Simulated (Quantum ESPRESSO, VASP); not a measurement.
An input for Quantum ESPRESSO (PBE, SSSP 1.1.2 efficiency (PBE) pseudopotentials):

```
&CONTROL
    calculation = 'scf'
    prefix = 'ho'
    outdir = './work'
    pseudo_dir = './'
    tprnfor = .true.
    tstress = .true.
/
&SYSTEM
    ibrav = 0
    nat = 2
    ntyp = 1
    ecutwfc = 50
    ecutrho = 400
    occupations = 'smearing'
    smearing = 'gauss'
    degauss = 0.0147
    nspin = 2
    starting_magnetization(1) = 0.190
/
&ELECTRONS
    conv_thr = 1e-10
    mixing_beta = 0.4
/
ATOMIC_SPECIES
Ho   164.9303  Ho.GGA-PBE-paw-v1.0.UPF
CELL_PARAMETERS {angstrom}
   1.79000000    -3.10037095     0.00000000
   1.79000000     3.10037095     0.00000000
   0.00000000     0.00000000     5.62000000
ATOMIC_POSITIONS {crystal}
Ho    0.33333333    0.66666667    0.25000000
Ho    0.66666667    0.33333333    0.75000000
K_POINTS {automatic}
7 7 4  0 0 0
```

**Question.** Translate it to VASP.

**Answer.** One set of files that does it:

### KPOINTS
```
Automatic
0
G
 7 7 4
```

POSCAR:
```
Ho
1
    1.7900000000    -3.1003710000     0.0000000000
    1.7900000000     3.1003710000     0.0000000000
    0.0000000000     0.0000000000     5.6200000000
Ho
2
Direct
  0.3333330000   0.6666670000   0.2500000000
  0.6666670000   0.3333330000   0.7500000000
```

INCAR:
```
ALGO=Normal
LASPH=T
SIGMA=0.2   # width (eV)
EDIFF=1E-6
GGA=PE   # PBE
NELM=100
ENCUT=300   # plane-wave cut-off (eV)
LCHARG=F
LWAVE=F
ISMEAR=0   # Gaussian
MAGMOM=2*4.0
LORBIT=11
PREC=Accurate
ISIF=2
LREAL=F   # projection in real space or not
SYSTEM=Ho
ISPIN=2
LMAXMIX=6
```

POTCAR, in this order: Ho (PBE.64 set). Program: vasp_std.

Both inputs were run and reached self-consistency, which says nothing on mesh or cut-off. Potentials, basis and cut-offs are each code's own, so they don't translate, and total energies aren't comparable.

The structure is a typed Ho crystal. The cell was not relaxed at this level, and it may have been scaled.
